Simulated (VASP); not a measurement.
Runs of VASP 6.6.1 on Ni. Symmetry: Fm-3m, No. 225, cubic system. The conventional cell has a = 3.499 Å, b = 3.499 Å, c = 3.499 Å, α = 90.00°, β = 90.00°, γ = 90.00°. Around Ni (site symmetry m-3m) lie 12 Ni at 2.47 Å. 

| task | cell | gap on the mesh (eV) | pressure (GPa) | moment (μB) |
| --- | --- | --- | --- | --- |
| single point | a relaxed cell with its volume scaled by 0.91 | none | (a) | 0.59 |
| relaxation of cell and atoms | relaxed | none | 0.0 | 0.59 |
| single point | a relaxed cell with its volume scaled by 1.09 | none | -14.5 | 0.59 |
| single point | a relaxed cell with its volume scaled by 1.06 | none | -10.5 | 0.59 |

Alike in all rows: level PBE; potentials or basis VASP PAW PBE potentials, release 64 (Ni); spin collinear, ferromagnetic start; k mesh 4 × 4 × 4; cutoff (eV) 520; smearing gaussian 0.1 eV; the mesh is coarse, so values aren't converged.

Q: Fill in the values left out.

A: (a) 24.7.

Caveats: all runs use coarse meshes; so large a pressure means that the cell lies far from this level's equilibrium, or that cutoff or potentials fall short (some runs).

A gap of «none» marks a metal or a gap under the smearing width.
